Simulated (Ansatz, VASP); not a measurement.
## Ge (Germanium) in two plane-wave programs

Aim: how closely do two programs agree when they are given the same cell, functional and k mesh? The cell is taken from a series of VASP runs on this material, whose earlier steps may have relaxed, scaled or displaced it; both programs get it as it stands.

Method: plane waves, with VASP 6.6.1 beside it; zone-centre phonons at r2SCAN, in Ansatz 0.2.0.

## (1) The structure

It takes space group Fd-3m (No. 227, cubic). The conventional cell has a = 5.663 Å, b = 5.663 Å, c = 5.663 Å, α = 90.00°, β = 90.00°, γ = 90.00°. Nearest to Ge lie 4 Ge at 2.45 Å.

Structure file:

```
Ge
1.0
     0.00000    2.83151    2.83151
     2.83151    0.00000    2.83151
     2.83151    2.83151    0.00000
Ge
2
Cartesian
  0.0000 0.0000 0.0000
  1.4158 1.4158 1.4158
```

## (2) VASP: zone-centre phonons, r2SCAN

Second derivatives magnify differences that forces hide, and they need a tight electronic threshold.

Lines of VASP's logs that name or quote its potential files are left out, and so is its time.

The input, INCAR:

```
SYSTEM = Ge
PREC = Accurate
ENCUT = 410
EDIFF = 1E-08
NELM = 100
ISMEAR = 0
SIGMA = 0.05
LREAL = .FALSE.
ALGO = Normal
METAGGA = R2SCAN
LASPH = .TRUE.
NBANDS = 20
LORBIT = 11
LWAVE = .FALSE.
LCHARG = .FALSE.
KPAR = 2
IBRION = 6
NFREE = 2
POTIM = 0.015
ISIF = 2
NSW = 1
```

The input, POSCAR:

```
Ge
1.0
    0.0000000000      2.8315135721      2.8315135721
    2.8315135721      0.0000000000      2.8315135721
    2.8315135721      2.8315135721      0.0000000000
Ge
2
Direct
    0.0000000000      0.0000000000      0.0000000000
    0.2500000000      0.2500000000      0.2500000000
```

The input, KPOINTS:

```
Automatic mesh
0
Gamma
6 6 6
0 0 0
```

PAW data sets: Ge_d (PBE family, release 64).

Started as:

```bash
> mpirun -np 2 vasp_std
```

Numbers of over 12 decimals in the logs are rounded to 6 here.

The log of the run:

```text
[banner, memory and clock lines left out]
running    2 mpi-ranks, on    1 nodes
 distrk:  each k-point on    1 cores,    2 groups
 distr:  one band on    1 cores,    1 groups

 POSCAR found type information on POSCAR Ge
 POSCAR found :  1 types and       2 ions
|                                                                             |
|               ----> ADVICE to this user running VASP <----                  |
|                                                                             |
|     You enforced a specific xc type in the INCAR file but a different       |
|     [... a line on the potential file left out ...]
|     I HOPE YOU KNOW WHAT YOU ARE DOING!                                     |
|                                                                             |

 LDA part: xc-table for (None), standard interpolation
 POSCAR, INCAR and KPOINTS ok, starting setup
 FFT: planning ... GRIDC
 FFT: planning ... GRID_SOFT
 FFT: planning ... GRID
 WAVECAR not read
 entering main loop
       N       E                     dE             d eps       ncg     rms          rms(c)
DAV:   1     0.149026271296E+03    0.14903E+03   -0.13637E+04   692   0.343E+03
DAV:   2    -0.664165895944E+01   -0.15567E+03   -0.15228E+03   644   0.546E+02
DAV:   3    -0.297118457917E+02   -0.23070E+02   -0.22880E+02   724   0.140E+02
DAV:   4    -0.303847658763E+02   -0.67292E+00   -0.67266E+00   684   0.281E+01
DAV:   5    -0.303965056630E+02   -0.11740E-01   -0.11740E-01   768   0.392E+00    0.338E+00
DAV:   6    -0.277179868074E+02    0.26785E+01   -0.30994E-01   672   0.956E+00    0.196E+00
DAV:   7    -0.276997379263E+02    0.18249E-01   -0.10552E-01   820   0.428E+00    0.263E-01
DAV:   8    -0.276990766424E+02    0.66128E-03   -0.51626E-03   836   0.122E+00    0.105E-01
DAV:   9    -0.276992126148E+02   -0.13597E-03   -0.80083E-03   836   0.183E+00    0.678E-02
DAV:  10    -0.276989681438E+02    0.24447E-03   -0.53931E-04   800   0.421E-01    0.324E-02
DAV:  11    -0.276988849176E+02    0.83226E-04   -0.40729E-04   884   0.389E-01    0.760E-03
DAV:  12    -0.276988875356E+02   -0.26180E-05   -0.21857E-05   784   0.731E-02    0.353E-03
DAV:  13    -0.276988917650E+02   -0.42294E-05   -0.10525E-06   736   0.112E-02    0.164E-03
DAV:  14    -0.276988918104E+02   -0.45366E-07   -0.36480E-07   872   0.116E-02    0.797E-04
DAV:  15    -0.276988913161E+02    0.49433E-06   -0.20995E-08   596   0.143E-03    0.896E-05
DAV:  16    -0.276988911999E+02    0.11613E-06   -0.15395E-09   376   0.531E-04    0.820E-05
DAV:  17    -0.276988912486E+02   -0.48662E-07   -0.26013E-10   372   0.189E-04    0.139E-05
DAV:  18    -0.276988912566E+02   -0.80436E-08   -0.66842E-11   376   0.962E-05
   1 F= -.27698891E+02 E0= -.27698891E+02  d E =-.279270E-09
 Found     1 degrees of freedom:
 Finite differences POTIM= 0.01500 DOF=   1
 bond charge predicted
       N       E                     dE             d eps       ncg     rms          rms(c)
DAV:   1    -0.276958143701E+02    0.30769E-02   -0.10009E+00  2080   0.831E+00    0.578E-02
DAV:   2    -0.276975393560E+02   -0.17250E-02   -0.12344E-02  1964   0.121E+00    0.320E-02
DAV:   3    -0.276975749900E+02   -0.35634E-04   -0.28387E-04  2220   0.181E-01    0.130E-02
DAV:   4    -0.276975785073E+02   -0.35173E-05   -0.16090E-05  2276   0.491E-02    0.264E-03
DAV:   5    -0.276975787252E+02   -0.21792E-06   -0.15248E-06  2228   0.159E-02    0.116E-03
DAV:   6    -0.276975787841E+02   -0.58846E-07   -0.10527E-07  2020   0.284E-03    0.317E-04
DAV:   7    -0.276975787847E+02   -0.62300E-09   -0.13009E-08  1376   0.161E-03
   2 F= -.27697579E+02 E0= -.27697579E+02  d E =-.257778E-07
 Finite differences progress:
  Degree of freedom:   1/  1
  Displacement:        1/  2
  Total:               1/  2
 bond charge predicted
       N       E                     dE             d eps       ncg     rms          rms(c)
DAV:   1    -0.276919740728E+02    0.56047E-02   -0.27690E+00  2076   0.137E+01    0.110E-01
DAV:   2    -0.276974550124E+02   -0.54809E-02   -0.35020E-02  1940   0.195E+00    0.641E-02
DAV:   3    -0.276975691567E+02   -0.11414E-03   -0.87785E-04  2452   0.325E-01    0.193E-02
DAV:   4    -0.276975788919E+02   -0.97352E-05   -0.49888E-05  2320   0.781E-02    0.519E-03
DAV:   5    -0.276975792389E+02   -0.34704E-06   -0.37502E-06  2328   0.233E-02    0.184E-03
DAV:   6    -0.276975793179E+02   -0.78966E-07   -0.36469E-07  2000   0.550E-03    0.692E-04
DAV:   7    -0.276975793305E+02   -0.12558E-07   -0.50564E-08  1836   0.252E-03    0.178E-04
DAV:   8    -0.276975793428E+02   -0.12379E-07   -0.11988E-08  1228   0.193E-03    0.970E-05
DAV:   9    -0.276975793401E+02    0.27730E-08   -0.20717E-09  1220   0.537E-04
   3 F= -.27697579E+02 E0= -.27697579E+02  d E =-.256847E-07
 Finite differences progress:
  Degree of freedom:   1/  1
  Displacement:        2/  2
  Total:               2/  2
```

From OUTCAR (step 2):

```text
ion  position               nearest neighbor table
   1  0.000  0.000  0.000-   2 2.45   2 2.45   2 2.45   2 2.45
   2  0.250  0.250  0.250-   1 2.45   1 2.45   1 2.45   1 2.45

  LATTYP: Found a face centered cubic cell.
 ALAT       =     5.6630271442

 Subroutine GETGRP returns: Found 48 space group operations
 (whereof 24 operations were pure point group operations)

The static configuration has the point symmetry T_d .
 The point group associated with its full space group is O_h .

 Found     16 irreducible k-points:

   k-points           NKPTS =     16   k-points in BZ     NKDIM =     16   number of bands    NBANDS=     20

   dimension x,y,z NGX =    28 NGY =   28 NGZ =   28
   dimension x,y,z NGXF=    56 NGYF=   56 NGZF=   56

   ENCUT  =  410.0 eV  30.13 Ry    5.49 a.u.   6.61  6.61  6.61*2*pi/ulx,y,z

   NELECT =      28.0000    total number of electrons

 k-points in reciprocal lattice and weights: Automatic mesh
   0.00000000  0.00000000  0.00000000       0.005
   0.16666667  0.00000000  0.00000000       0.037
   0.33333333  0.00000000  0.00000000       0.037
   0.50000000  0.00000000  0.00000000       0.019
   0.16666667  0.16666667  0.00000000       0.028
   0.33333333  0.16666667  0.00000000       0.111
   0.50000000  0.16666667  0.00000000       0.111
  -0.33333333  0.16666667  0.00000000       0.111
  -0.16666667  0.16666667  0.00000000       0.056
[...]
-0.33333333  0.33333333  0.16666667       0.111
  -0.33333333  0.50000000  0.16666667       0.056

 average (electrostatic) potential at core
       1 -79.4581       2 -79.4581

 E-fermi :   5.0060

 k-point     1 :       0.0000    0.0000    0.0000
  band No.  band energies     occupation
    ...
     10     -20.4308      2.00000
     11      -8.5018      2.00000
     12       4.7060      2.00000
     13       4.7807      2.00000
     14       4.8541      1.99998
     15       5.1581      0.00002
     16       7.4340      0.00000
     17       7.4904      0.00000
     18       7.5483      0.00000
     19      11.8291      0.00000
    ...

 k-point     2 :       0.1667    0.0000    0.0000
  band No.  band energies     occupation
    ...
     10     -20.4189      2.00000
     11      -8.1509      2.00000
     12       1.6063      2.00000
     13       4.1755      2.00000
     14       4.2601      2.00000
     15       5.9685      0.00000
     16       8.1831      0.00000
     17       8.2634      0.00000
     18       9.2892      0.00000
     19      13.2053      0.00000
    ...

 k-point     3 :       0.3333    0.0000    0.0000
  band No.  band energies     occupation
    ...
     10     -20.4092      2.00000
     11      -7.1806      2.00000
     12      -1.4584      2.00000
     13       3.5050      2.00000
     14       3.5845      2.00000
     15       5.4171      0.00000
     16       8.7337      0.00000
     17       8.8398      0.00000
     18      12.2969      0.00000
     19      13.2446      0.00000
    ...

  Total        0.0095689      0.0109941      0.0109941      0.0000000     -0.1243872      0.0000000
  in kB        0.3376655      0.3879568      0.3879568      0.0000000     -4.3893509      0.0000000
  external PRESSURE =       0.3711930 kB  Pullay stress =       0.0000000 kB

  energy-cutoff  :      410.00
  volume of cell :       45.40
      direct lattice vectors                 reciprocal lattice vectors
     0.000000000  2.831513572  2.831513572    -0.176584003  0.176584003  0.176584003
     2.831513572  0.000000000  2.831513572     0.176584003 -0.176584003  0.176584003
     2.831513572  2.831513572  0.000000000     0.176584003  0.176584003 -0.176584003

 POSITION                                       TOTAL-FORCE (eV/Angst)
 -----------------------------------------------------------------------------------
     -0.01500      0.00000      0.00000         0.178803      0.000000      0.000000
      1.41576      1.41576      1.41576        -0.178803      0.000000      0.000000
 -----------------------------------------------------------------------------------
    total drift:                                0.000375      0.000003      0.000004

  FREE ENERGIE OF THE ION-ELECTRON SYSTEM (eV)
  ---------------------------------------------------
  free  energy   TOTEN  =       -27.6975793401 eV

  energy  without entropy=      -27.6975793144  energy(sigma->0) =      -27.69757933

 Eigenvectors and eigenvalues of the dynamical matrix
 ----------------------------------------------------

   1 f  =    8.959646 THz    56.295116 2PiTHz  298.861623 cm-1    37.054102 meV
             X         Y         Z           dx          dy          dz
      0.000000  0.000000  0.000000     0.000000   -0.707107    0.000000
      1.415757  1.415757  1.415757     0.000000    0.707107    0.000000

   2 f  =    8.959646 THz    56.295116 2PiTHz  298.861623 cm-1    37.054102 meV
             X         Y         Z           dx          dy          dz
      0.000000  0.000000  0.000000    -0.707107    0.000000    0.000000
      1.415757  1.415757  1.415757     0.707107    0.000000    0.000000

   3 f  =    8.959646 THz    56.295116 2PiTHz  298.861623 cm-1    37.054102 meV
             X         Y         Z           dx          dy          dz
      0.000000  0.000000  0.000000     0.000000    0.000000   -0.707107
      1.415757  1.415757  1.415757     0.000000    0.000000    0.707107

   4 f  =    0.000000 THz     0.000000 2PiTHz    0.000000 cm-1     0.000000 meV
             X         Y         Z           dx          dy          dz
      0.000000  0.000000  0.000000     0.707107    0.000000    0.000000
      1.415757  1.415757  1.415757     0.707107    0.000000    0.000000

   5 f  =    0.000000 THz     0.000000 2PiTHz    0.000000 cm-1     0.000000 meV
             X         Y         Z           dx          dy          dz
      0.000000  0.000000  0.000000     0.000000    0.707107    0.000000
      1.415757  1.415757  1.415757     0.000000    0.707107    0.000000

   6 f  =    0.000000 THz     0.000000 2PiTHz    0.000000 cm-1     0.000000 meV
             X         Y         Z           dx          dy          dz
      0.000000  0.000000  0.000000     0.000000    0.000000    0.707107
      1.415757  1.415757  1.415757     0.000000    0.000000    0.707107

 ELASTIC MODULI CONTR FROM IONIC RELAXATION (kBar)
 Direction    XX          YY          ZZ          XY          YZ          ZX
 --------------------------------------------------------------------------------
 XX          -0.0000     -0.0000     -0.0000      0.0000      0.0000     -0.0000
 YY          -0.0000     -0.0000     -0.0000      0.0000      0.0000     -0.0000
 ZZ          -0.0000     -0.0000     -0.0000      0.0000      0.0000     -0.0000
 XY           0.0000      0.0000      0.0000   -203.0221      0.0000      0.0000
 YZ           0.0000      0.0000      0.0000      0.0000   -203.0221      0.0000
 ZX          -0.0000     -0.0000     -0.0000      0.0000      0.0000   -203.0221
 --------------------------------------------------------------------------------

 total charge
# of ion       s       p       d       tot
------------------------------------------
    1        1.098   1.296  10.022  12.416
    2        1.098   1.296  10.022  12.416
--------------------------------------------------
tot          2.195   2.593  20.045  24.833

[... 3 further parts left out ...]
```

The last energy, forces, stress and levels in OUTCAR belong to the last displaced cell, not to the cell of POSCAR.

## (3) Ansatz: zone-centre phonons, r2SCAN

Ansatz runs on its default PAW (the set named soft_2) files.

The same cell, functional, mesh and smearing now go to Ansatz, which takes its cutoff from its data sets.

The input, input.yaml:

```yaml
crystal:
  lattice:
    - [0.0, 2.8315135721, 2.8315135721]
    - [2.8315135721, 0.0, 2.8315135721]
    - [2.8315135721, 2.8315135721, 0.0]
  atoms:
    - { symbol: Ge, position: [0.0, 0.0, 0.0] }
    - { symbol: Ge, position: [0.25, 0.25, 0.25] }
hamiltonian:
  xc: r2scan
  pseudopotentials: { kind: paw }
kpoints:
  mp_grid: { grid: [6, 6, 6] }
scf:
  occupations: { method: gaussian, width: 0.05 }
phonons:
  method: dfpt
  qpoints: [[0, 0, 0]]
```

Started as:

```bash
> ansatz run input.yaml --threads 4 --pin off --max-ram 9216MiB --backend cpu --events-out ev --progress --plain --runs-dir out
```

The log of the run:

```text
Engine: ansatz 0.2.0, aarch64-unknown-linux-gnu
Pseudopotentials: kind: paw
Pseudopotential: Ge, paw, valence charge 14, recommended cutoff 500 eV (meta_gga), Ge.paw.azcp
Functional definition: r2SCAN
  parameter k0 = 0.174
  parameter k1 = 0.065
  parameter a1 = 4.9479
  exchange = r2scan_x(k0 = k0, k1 = k1, a1 = a1)
  correlation = r2scan_c
Crystal: 2 atoms, lattice volume = 45.403 Å³
Basis set: ecut = 500 eV, 1139 PW (Γ), exchange–correlation on 160×160×160 points (125 copies of the dense FFT grid, shifted against one another)
Bands: 18, of which v1, the nominal top of the filled ones, is band 14 counted from 1 (13 counted from 0)
Symmetry: 48 space group operations
k-points: 46 of 216 (irreducible under 4 space group operations, time reversal used)
Non-local potential: Ge, projectors of the file, l = 0: 2, l = 1: 2, l = 2: 3, l = 3: 1
PAW form: soft (Blöchl's): semilocal exchange-correlation on the pseudo side does not see the compensation charge
PAW frozen core: Ge, regenerated for the run's functional (the file was generated under x = pbe(κ = 0.804, μ = 0.219515), c = pbe(β = 0.066725))
PAW one-centre angular grid: Ge, 590 points (default); XC on 160 Gauss nodes
Initial density: superposition of atomic densities (neutral atoms: chi_scale 0, normalization atom), corrected by the library's trained network
Initial wavefunctions: pseudopotential atomic-orbital guess
Functional: x = r2scan, c = r2scan; τ floored in thin density (d = 2e-4 eV/Å³)
SCF iter   1: F=—  HF=-8605.764246 eV  |F-HF|=—  |Δ(HF+E_count)|=         —  Δρ=6.77e-3  dr2=6.46e-3  dr2_τ=4.68e-3  ethr=1.77e-3  ⟨swp⟩=6.0  Hψ=3883  notcnv=0
preconditioner: auto → none  [insulator: Δε(μ)=0.365 eV  Ē_g=24.423 eV  σ=0.050 eV  W_gap=1.00  n_scr=14 (ndim 8)  ℏωp=29.2 eV  f_vac=0.081  D(μ)=0.00/eV (n_scr^D=0)  ε∞_Penn≈2.4]
SCF iter   2: F=—  HF=-8605.774428 eV  |F-HF|=—  |Δ(HF+E_count)|=   1.02e-2  Δρ=1.60e-3  dr2=5.29e-4  dr2_τ=2.17e-5  ethr=2.31e-5  ⟨swp⟩=2.0  Hψ=2024  notcnv=0
SCF iter   3: F=—  HF=-8605.774466 eV  |F-HF|=—  |Δ(HF+E_count)|=   3.80e-5  Δρ=1.12e-3  dr2=1.68e-4  dr2_τ=2.31e-6  ethr=1.89e-6  ⟨swp⟩=2.0  Hψ=1298  notcnv=0
SCF iter   4: F=—  HF=-8605.774531 eV  |F-HF|=—  |Δ(HF+E_count)|=   6.57e-5  Δρ=4.85e-5  dr2=7.87e-7  dr2_τ=1.88e-8  ethr=6.01e-7  ⟨swp⟩=2.3  Hψ=1090  notcnv=0
SCF iter   5: F=—  HF=-8605.774530 eV  |F-HF|=—  |Δ(HF+E_count)|=   1.06e-6  Δρ=7.49e-6  dr2=1.26e-8  dr2_τ=2.28e-10  ethr=2.81e-9  ⟨swp⟩=2.0  Hψ=1472  notcnv=0
SCF iter   6: F=—  HF=-8605.774530 eV  |F-HF|=—  |Δ(HF+E_count)|=   1.06e-8  Δρ=6.95e-7  dr2=6.40e-11  dr2_τ=1.06e-11  ethr=4.48e-11  ⟨swp⟩=2.0  Hψ=1472  notcnv=0
SCF iter   7: F=-8605.774530 eV  HF=-8605.774530 eV  |F-HF|=5.46e-12  |Δ(HF+E_count)|=  2.06e-10  Δρ=4.78e-8  dr2=6.06e-13  dr2_τ=1.19e-14  ethr=1.00e-12  ⟨swp⟩=5.2  Hψ=3137  notcnv=0
SCF 1 converged in 7 iterations: F = -8605.774530 eV  dr2 = 6.06e-13
  greatest PAW one-centre occupation: 0.998 electrons in one spin orbital (limit 2), on the Ge atom at site 1 (counted from 0), in its partial waves of l = 2
DFPT response loops at Γ: preconditioner auto → none (the input reference at scf.mixing.eps_inf says where Resta's filter doesn't serve); β = 0.50; Broyden in place of MSR1
SCF converged after 7 iterations
Free energy (F): -8605.774530 eV
Harris-Foulkes:  -8605.774530 eV  (|F-HF|=5.46e-12)
Internal energy: -8605.774530 eV  (E = F + TS)
E sigma→0 (E₀):  -8605.774530 eV
Fermi energy:    8.560815 eV
--- Per-component energies (eV) ---
  E_band       = -318.334951
  E_kinetic    = 222.221460
  E_local      = -4948.513442  (includes V_loc(G=0)·N_el)
  E_nonlocal   = 840.266312
  E_hartree    = 2173.894773
  E_xc         = -138.253030
  E_vxc        = -135.871162  (∫ρ·V_xc dr)
  E_paw        = -4068.555219  (= ΣΔE_a)
  E_vpaw       = -651.844519  (= ΣTr[D̂ρ^β])
  E_aug_tail   = 0.000038  (compensation charges beyond the density's cutoff)
  E_vtau       = 7.616863  (kinetic-family band-sum trace: ∫τ·v_τ [+ j·A + Jᵃ·Aᵃ] dr)
  E_ewald      = -2684.663892
  E_core_change = -2.171532  (= ΣΔE_core)
  E_smearing   = -0.000000  (= −TS)
  E_closure    = -0.000000  (closes the sum)
  Σ components = -8605.774530   (vs F -8605.774530, Δ=0.00e0)
--- Band table (eV; the first three rows and the last of 46) ---
  k-point 0: bands = [... 10 lower, -4.9286, 8.3483, 8.3483, 8.3483, 8.7669, 11.0718, 11.0718, 11.0718]
  k-point 1: bands = [... 10 lower, -4.5763, 5.1557, 7.8017, 7.8017, 9.5840, 11.7990, 11.7990, 12.8676]
  k-point 2: bands = [... 10 lower, -3.5995, 2.0838, 7.1220, 7.1220, 9.0320, 12.3735, 12.3735, 15.8919]
  k-point 45: bands = [... 10 lower, -1.7963, 0.2217, 4.0692, 5.3589, 11.6803, 12.2707, 14.8517, 14.8531]
--- Phonons (Γ-DFPT): 1 representative perturbation + reference, on 46 of 216 k-points (Σ response iterations 6) ---
  k mesh reduced under 4 symmetry operations, with k and −k counted as one. Each operation leaves every solved perturbation unchanged. A smaller set is not considered because the functional reads the kinetic-energy density
  ASR residual: 1.009e-4 → 0.000e0 eV/Å²; symmetrization residual: 1.529e-12 eV/Å²
  ASR residual per site (eV/Å²): 1.01e-4 1.01e-4
  Γ frequencies (cm⁻¹): 0.00 0.00 0.00 300.52 300.52 300.52
  non-analytic LO–TO correction: not included (Born effective charges unavailable; polar crystals: no LO–TO splitting at Γ)
--- Phonons (arbitrary-q DFPT): 1 explicit q-point ---
  q = [0, 0, 0] (of the zone-centre solve; hermiticity 1.08e-13, symmetrization 1.27e-13): -0.00 -0.00 -0.00 300.52 300.52 300.52
  sum rule: each row above includes the acoustic sum rule's correction from the zone centre's row sums; it moved no ω² by more than (0.61 cm⁻¹)²
```

Run time: 6.4 s. Hardware: 4 threads of Arm Neoverse V1, shared host; peak memory 1.2 GiB; 24 s of CPU time.

## (4) Differences

Known differences besides the potentials themselves: VASP keeps PBE cores, Ansatz makes them for the functional; the cutoff is 500 eV in Ansatz and 410 eV in VASP; VASP uses finite displacements, Ansatz perturbation theory. Total energies have different zeros and are not compared.

Compared:

```csv
quantity,Ansatz,VASP,difference
optical mode 1 to 3 (cm⁻¹),300.5,298.9,+0.55 %
```

Modes are paired by rising frequency and degeneracy, not by their patterns, so a pair may still set unlike modes beside each other.

## (5) Results

```yaml
r_m_s_difference_of_the_optical_zone_centre_modes_each_program_s_sorted_by_frequency_zone_centre_phonons_r2scan: 1.7 cm⁻¹
difference_in_optical_mode_1_to_3_zone_centre_phonons_r2scan: +0.6 %
```

In words: The r.m.s. difference of the optical zone-centre modes, each program's sorted by frequency is 1.7 cm⁻¹ (zone-centre phonons, r2SCAN). Among the rows given in per cent, the largest difference of the zone-centre phonons, r2SCAN pair is in optical mode 1 to 3, +0.6 %. How closely two codes agree says nothing of how well the functional describes the real material.

[Lines on the potential files, build, host, timing and source positions are cut from VASP's logs without a mark.]

[Logs are printed without paths, hosts, clocks, repeated set-up lines and the standing remarks that a program may print on its own settings, such as how far it seeks lower states.]

[Hosts, paths, dates, database ids (printed as entryN), source tags and the programs' standing remarks are cut or masked in the printed files.]
